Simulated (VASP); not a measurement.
An input for Ansatz (written as the equivalent of a VASP run, and not itself run):

Ansatz 0.2 input:
```yaml
crystal:
  lattice:
    - [2.7176004, 0.0000000, 0.0000000]
    - [0.0000000, 2.7176004, 0.0000000]
    - [0.0000000, 0.0000000, 2.7176004]
  atoms:
    - { symbol: Rh, position: [0.0000000, 0.0000000, 0.0000000] }
    - { symbol: O, position: [0.5000000, 0.5000000, 0.5000000] }
kpoints:
  mp_grid: { grid: [15, 15, 15] }
hamiltonian:
  xc: pbesol
  pseudopotentials: { kind: paw }
scf:
  occupations: { method: tetrahedron }
  max_iter: 100
output: { forces: true, stress: true, eigenvalues: true }
```

Translate this input to VASP (INCAR, KPOINTS, POSCAR, choice of POTCAR).

One answer among several that fit: 
File KPOINTS:
```
Automatic mesh
0
Gamma
15 15 15
0 0 0
```

### POSCAR
```
RhO
1
    2.7176003588    -0.0000000000    -0.0000000000
   -0.0000000000     2.7176003588    -0.0000000000
    0.0000000000     0.0000000000     2.7176003588
Rh O
1 1
Direct
  0.0000000000   0.0000000000   0.0000000000
  0.5000000000   0.5000000000   0.5000000000
```

INCAR:
```
SYSTEM = RhO
PREC = Accurate; ENCUT = 520; LREAL = .FALSE.
LASPH = .TRUE.
EDIFF = 1E-7; NELM = 100; ALGO = Normal
LMAXMIX = 4
ISMEAR = -5
GGA = PS
ISIF = 2
LWAVE = .FALSE.; LCHARG = .TRUE.; LORBIT = 11
NEDOS = 601
```

POTCAR, in this order: Rh_pv O (PBE.64 set). Program: vasp_std.

The two are equivalent in intent, not identical: each code has its own PAW files, so the cut-off isn't converted (ENCUT is set for VASP's; basis.ecutwfc is left out, and Ansatz then takes the one that its files recommend); Ansatz stops its SCF on the density residual and VASP on the energy change (EDIFF).

The structure was generated: RhO was put into the CsCl type type (Pm-3m), which need not be its known phase. It was relaxed first.
